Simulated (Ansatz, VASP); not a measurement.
# Two plane-wave programs on CaZr3N2

```
CELL_PARAMETERS angstrom
2.94459 0.00000 0.00000
0.00000 2.94459 0.00000
0.00000 0.00000 11.50363
ATOMIC_POSITIONS crystal
Ca 0.50000 0.50000 0.50000
Zr 0.00000 0.00000 0.00000
Zr 0.00000 0.00000 0.76394
Zr 0.00000 0.00000 0.23606
N 0.50000 0.50000 0.86718
N 0.50000 0.50000 0.13282
```

Change from the starting cell: species swapped into the MgSc3Ru2 type (P4/mmm, No. 123).

Alike in both runs: functional PBE; k mesh 6 × 6 × 2; occupations gaussian, width 0.1 eV; no spin polarisation.

Ansatz relaxed the structure, and its values are those at the end. VASP's run is a single point on that final structure, the one shown.

```csv
,VASP,Ansatz
version,VASP 6.6.1,Ansatz 0.2.0
potentials or method,"VASP PAW PBE potentials, release 64 (Ca_sv, Zr_sv, N)","scalar-relativistic, plane waves, PAW"
plane-wave cutoff (eV),520,420
valence electrons in the cell,56,56
```

```csv
,VASP,Ansatz,Ansatz less VASP
gap on the k mesh at the Fermi level (eV),none,none,-
pressure (GPa),0.2,0.1,-0.14
rms of the force components (eV/Å),0.018,0.011,-0.0066
```

A gap of «none» marks a metal or a gap that the smearing closes.
